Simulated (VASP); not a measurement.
Crystal: NbWS4.

```
Nb W S
1.0
     0.00000    3.37908    6.09186
     3.35517    0.00000    6.09186
     3.35517    3.37908    0.00000
Nb W S
1 1 4
Cartesian
  5.0327 5.0686 9.1378
  0.0000 0.0000 0.0000
  5.0327 5.0686 6.5781
  5.0327 5.0686 11.6974
  3.3552 3.3791 2.5024
  3.3552 3.3791 9.6814
```

The cell was built by a generator and needn't be a form met in nature.

- Program: VASP 6.6.1
- Task: relaxation of cell and atoms
- Functional: PBE
- Potentials or basis: VASP PAW PBE potentials, release 64 (Nb_sv, W_sv, S)
- Cutoff: 520 eV
- k mesh: 3 × 3 × 3
- Occupations: gaussian, width 0.15 eV
- Spin: no spin polarisation

At the start: pressure -3.2 GPa; volume 23.02 Å³/atom.

Question: How do energy, volume and symmetry change on relaxing?

Answer: Over 19 steps the energy falls by 31.5 meV/atom and the volume is 22.45 Å³/atom (-2.5 %); space group F222 (No. 22, to 0.05 Å).

Step by step:
| step | energy change (eV) | largest force (eV/Å) | pressure (GPa) | volume (Å³) |
| --- | --- | --- | --- | --- |
| 1 | 0.0000 | 0.9286 | -3.17 | 138.13 |
| 2 | -0.0275 | 0.4706 | 4.59 | 129.17 |
| 3 | -0.1182 | 0.2704 | 0.21 | 133.04 |
| 4 | -0.1183 | 0.2561 | 0.17 | 132.94 |
| 5 | -0.0957 | 0.1088 | 2.34 | 131.05 |
| 6 | -0.1180 | 0.2323 | 0.45 | 132.83 |
| 7 | -0.1313 | 0.1758 | 0.34 | 133.22 |
| 8 | -0.1609 | 0.0880 | 0.02 | 134.35 |
| 9 | -0.1631 | 0.5102 | -0.53 | 136.55 |
| 10 | -0.1720 | 0.2712 | -0.32 | 135.49 |
| 11 | -0.1819 | 0.1708 | -0.31 | 135.45 |
| 12 | -0.1864 | 0.1541 | -0.28 | 135.39 |
| 13 | -0.1866 | 0.1546 | -0.28 | 135.38 |
| 14 | -0.1866 | 0.1684 | -0.25 | 135.37 |
| 15 | -0.1884 | 0.1326 | -0.04 | 135.04 |
| 16 | -0.1890 | 0.0489 | 0.48 | 134.44 |
| 17 | -0.1893 | 0.0842 | 0.70 | 134.58 |
| 18 | -0.1891 | 0.1055 | 0.31 | 134.81 |
| 19 | -0.1893 | 0.0778 | 0.16 | 134.72 |

Final structure:
```
Nb W S
1.0
     0.00000    3.27568    6.23927
     3.29575    0.00000    6.23927
     3.29575    3.27568    0.00000
Nb W S
1 1 4
Direct
  0.75000 0.75000 0.75000
  0.00000 0.00000 0.00000
  0.54802 0.54802 0.95198
  0.95198 0.95198 0.54802
  0.19398 0.19398 0.80602
  0.80602 0.80602 0.19398
```

Caveat: the k mesh is coarse (spacing up to 0.47 Å⁻¹), so the values aren't converged.
